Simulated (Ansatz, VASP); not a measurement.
# TePbS (1T-PbSTe, 1 layer) in two plane-wave programs, part 2 of 2

One calculation is typed for both programs; each brings its own data sets. How far apart do they land? The structure shown is the end of the Ansatz relaxation below.

VASP 6.6.1 and Ansatz 0.2.0.

So far: Starting point; Ansatz: relaxation, PBE.

## (3) VASP: single point, PBE

Level of this step: PBE; plane waves and PAW (Te, Pb_d, S) (VASP).

The same cell, functional, mesh and smearing now go to VASP, with its own data sets.

Lines of VASP's logs that name or quote its potential files are left out, and so is its time.

INCAR

```
SYSTEM = TePbS
PREC = Accurate
ENCUT = 500
EDIFF = 1E-06
NELM = 120
ISMEAR = -1
SIGMA = 0.05
LREAL = .FALSE.
ALGO = Normal
GGA = PE
NBANDS = 19
LORBIT = 11
LWAVE = .FALSE.
LCHARG = .FALSE.
ISIF = 2
LDIPOL = .TRUE.
IDIPOL = 3
DIPOL = 0.5 0.5 0.507
LVHAR = .TRUE.
LASPH = .TRUE.
GGA_COMPAT = .FALSE.
NELMDL = -8
```

POSCAR

```
TePbS
1.0
    3.8288193579      0.0000000000      0.0000000000
   -1.9144096790      3.3158548305      0.0000000000
    0.0000000000      0.0000000000     17.8327315419
Te Pb S
1 1 1
Direct
    0.6666666667      0.3333333333      0.3828218746
    0.0000000000      0.0000000000      0.5239955789
    0.3333333333      0.6666666667      0.6098343196
```

KPOINTS

```
Automatic mesh
0
Gamma
12 12 1
0 0 0
```

Potentials, in the order of the species: Te, Pb_d and S (PBE family, release 64).

Started as:

```console
> mpirun -np 1 vasp_std
```

Numbers of over 12 decimals in the logs are rounded to 6 here.

What it wrote:

```text
[banner, memory and clock lines left out]
running    1 mpi-ranks, on    1 nodes
 distrk:  each k-point on    1 cores,    1 groups
 distr:  one band on    1 cores,    1 groups

 POSCAR found type information on POSCAR TePbS
 POSCAR found :  3 types and       3 ions
 LDA part: xc-table for (Slater+PW92), standard interpolation
 POSCAR, INCAR and KPOINTS ok, starting setup
 FFT: planning ... GRIDC
 FFT: planning ... GRID_SOFT
 FFT: planning ... GRID
 WAVECAR not read
 entering main loop
       N       E                     dE             d eps       ncg     rms          rms(c)
DAV:   1     0.220919344751E+03    0.22092E+03   -0.10137E+04   722   0.105E+03
DAV:   2     0.111430967622E+02   -0.20978E+03   -0.20617E+03   922   0.272E+02
DAV:   3    -0.102686259977E+02   -0.21412E+02   -0.21201E+02   918   0.102E+02
DAV:   4    -0.110874193027E+02   -0.81879E+00   -0.81693E+00   993   0.271E+01
DAV:   5    -0.111050694230E+02   -0.17650E-01   -0.17648E-01  1076   0.321E+00
DAV:   6    -0.111052427615E+02   -0.17334E-03   -0.17334E-03  1028   0.309E-01
DAV:   7    -0.111052483557E+02   -0.55942E-05   -0.55943E-05  1089   0.523E-02
DAV:   8    -0.111052484115E+02   -0.55890E-07   -0.55992E-07   853   0.538E-03    0.621E+00
DAV:   9    -0.113099925202E+02   -0.20474E+00   -0.15486E+01   993   0.141E+01    0.548E+00
DAV:  10    -0.106350272155E+02    0.67497E+00   -0.10603E+01   961   0.928E+00    0.342E+00
DAV:  11    -0.105900033813E+02    0.45024E-01   -0.79974E-01   811   0.390E+00    0.538E-01
DAV:  12    -0.105915881910E+02   -0.15848E-02   -0.64147E-02   886   0.152E+00    0.373E-01
DAV:  13    -0.105907578501E+02    0.83034E-03   -0.44490E-03  1064   0.521E-01    0.292E-01
DAV:  14    -0.105907515578E+02    0.62923E-05   -0.13090E-03   845   0.190E-01    0.674E-02
[...]
DAV:  19    -0.105907265085E+02   -0.19962E-04   -0.50106E-06   800   0.124E-02    0.137E-02
DAV:  20    -0.105907505676E+02   -0.24059E-04   -0.30867E-06   662   0.870E-03    0.150E-02
DAV:  21    -0.105907594580E+02   -0.88903E-05   -0.12952E-06   777   0.739E-03    0.532E-03
DAV:  22    -0.105907734964E+02   -0.14038E-04   -0.92963E-07   680   0.537E-03    0.672E-03
DAV:  23    -0.105907752408E+02   -0.17444E-05   -0.80839E-08   646   0.233E-03    0.457E-03
DAV:  24    -0.105907795974E+02   -0.43566E-05   -0.11366E-07   621   0.242E-03    0.162E-03
DAV:  25    -0.105907832797E+02   -0.36822E-05   -0.11498E-07   648   0.144E-03    0.171E-03
DAV:  26    -0.105907837030E+02   -0.42337E-06   -0.10893E-08   623   0.717E-04
   1 F= -.10590784E+02 E0= -.10578837E+02  d E =-.238936E-01
```

Parts of OUTCAR (step 3):

```text
ion  position               nearest neighbor table
   1  0.667  0.333  0.383-   2 3.35   2 3.35   2 3.35
   2  0.000  0.000  0.524-   3 2.69   3 2.69   3 2.69   1 3.35   1 3.35   1 3.35
   3  0.333  0.667  0.610-   2 2.69   2 2.69   2 2.69

  LATTYP: Found a hexagonal cell.
 ALAT       =     3.8288193579
 C/A-ratio  =     4.6575014058

 Subroutine GETGRP returns: Found  6 space group operations
 (whereof  6 operations were pure point group operations)

The static configuration has the point symmetry C_3v.

 Found     19 irreducible k-points:

   k-points           NKPTS =     19   k-points in BZ     NKDIM =     19   number of bands    NBANDS=     19

   dimension x,y,z NGX =    28 NGY =   28 NGZ =  140
   dimension x,y,z NGXF=    56 NGYF=   56 NGZF=  280

   ENCUT  =  500.0 eV  36.75 Ry    6.06 a.u.   6.98  6.98 32.51*2*pi/ulx,y,z

   NELECT =      26.0000    total number of electrons

 k-points in reciprocal lattice and weights: Automatic mesh
   0.00000000  0.00000000  0.00000000       0.007
   0.08333333  0.00000000  0.00000000       0.042
   0.16666667  0.00000000  0.00000000       0.042
   0.25000000  0.00000000  0.00000000       0.042
   0.33333333  0.00000000  0.00000000       0.042
   0.41666667  0.00000000  0.00000000       0.042
   0.50000000  0.00000000  0.00000000       0.021
   0.08333333  0.08333333  0.00000000       0.042
   0.16666667  0.08333333  0.00000000       0.083
[...]
0.33333333  0.25000000  0.00000000       0.083
   0.33333333  0.33333333  0.00000000       0.014

 dipolmoment           0.000000      0.000000      0.048821 electrons x Angstroem

 average (electrostatic) potential at core
       1 -95.8052       2 -98.4573       3 -92.5675

 E-fermi :  -1.5393

 k-point     1 :       0.0000    0.0000    0.0000
  band No.  band energies     occupation
    ...
      7     -12.7040      2.00000
      8      -8.6865      2.00000
      9      -3.6894      2.00000
     10      -2.4500      2.00000
     11      -2.4500      2.00000
     12      -1.4584      0.33083
     13      -0.3110      0.00000
     14      -0.3110      0.00000
     15       1.8059      0.00000
     16       3.3536      0.00000
    ...

 k-point     2 :       0.0833    0.0000    0.0000
  band No.  band energies     occupation
    ...
      7     -12.6408      2.00000
      8      -8.6757      2.00000
      9      -3.6610      2.00000
     10      -2.8711      2.00000
     11      -2.5281      2.00000
     12      -1.3391      0.03585
     13      -0.7336      0.00000
     14      -0.4166      0.00000
     15       2.0826      0.00000
     16       2.8780      0.00000
    ...

 k-point     3 :       0.1667    0.0000    0.0000
  band No.  band energies     occupation
    ...
      8      -8.6660      2.00000
      9      -3.8205      2.00000
     10      -3.3489      2.00000
     11      -2.7321      2.00000
     12      -2.0272      1.99988
     13      -0.9524      0.00002
     14      -0.6743      0.00000
     15       1.9965      0.00000
     16       2.7876      0.00000
     17       3.5066      0.00000
    ...

  Total       -0.0431821     -0.0431821     -0.0267807      0.0000000     -0.0000000     -0.0000000
  in kB       -0.3055881     -0.3055881     -0.1895198      0.0000000     -0.0000000     -0.0000000
  external PRESSURE =      -0.2668986 kB  Pullay stress =       0.0000000 kB

  energy-cutoff  :      500.00
  volume of cell :      226.40
      direct lattice vectors                 reciprocal lattice vectors
     3.828819358  0.000000000  0.000000000     0.261177117  0.150790679  0.000000000
    -1.914409679  3.315854831  0.000000000     0.000000000  0.301581357  0.000000000
     0.000000000  0.000000000 17.832731542     0.000000000  0.000000000  0.056076659

 POSITION                                       TOTAL-FORCE (eV/Angst)
 -----------------------------------------------------------------------------------
      1.91441      1.10528      6.82676         0.000000      0.000000     -0.000884
      0.00000      0.00000      9.34427         0.000000      0.000000      0.005501
     -0.00000      2.21057     10.87501        -0.000000     -0.000000     -0.004617
 -----------------------------------------------------------------------------------
    total drift:                                0.000000     -0.000000     -0.000277

  FREE ENERGIE OF THE ION-ELECTRON SYSTEM (eV)
  ---------------------------------------------------
  free  energy   TOTEN  =       -10.5907837030 eV

  energy  without entropy=      -10.5668900581  energy(sigma->0) =      -10.57883688

 vacuum level on the upper side and lower side of the slab         4.460         3.765

 total charge
# of ion       s       p       d       tot
------------------------------------------
    1        1.420   1.796   0.016   3.232
    2        1.366   0.695   9.859  11.920
    3        1.373   2.280   0.000   3.653
--------------------------------------------------
tot          4.159   4.771   9.875  18.805

[... 3 further parts left out ...]
```

## (4) Comparison

Known differences besides the potentials themselves: the data sets hold 36 valence electrons in Ansatz (on its default PAW (the set named soft_2) files) and 26 in VASP; the cutoff is 420 eV in Ansatz and 500 eV in VASP; Ansatz's pressure holds a Pulay correction, VASP's none. Total energies have different zeros and are not compared.

Both answers:

```csv
quantity,Ansatz,VASP,difference
pressure (GPa),0.00,-0.03,+0.03
"work function, lower of the two faces (eV)",5.30,5.30,0.00
"work function, higher of the two faces (eV)",6.01,6.00,+0.01
```

At this near-relaxed geometry the largest component of a force difference is 6 meV/Å. With vacuum in the cell, a pressure given here is an average over mostly empty space and none of the material.

## (5) Summary of results

| Item | Value |
| --- | --- |
| difference in work function, higher of the two faces (single point, PBE) | 0.0092 eV |

**Reading.** The difference in work function, higher of the two faces is 0.0092 eV (single point, PBE). The data sets hold unlike numbers of valence electrons (36 in Ansatz and 26 in VASP), so part of the differences comes from the potentials. Such differences can come from data sets, numerical settings and the points named under the comparisons, not from the functional's error against experiment.

[Lines on the potential files, build, host, timing and source positions are cut from VASP's logs without a mark.]

[Logs are printed without paths, hosts, clocks, repeated set-up lines and the standing remarks that a program may print on its own settings, such as how far it seeks lower states.]

[Hosts, paths, dates, database ids (printed as entryN), source tags and the programs' standing remarks are cut or masked in the printed files.]
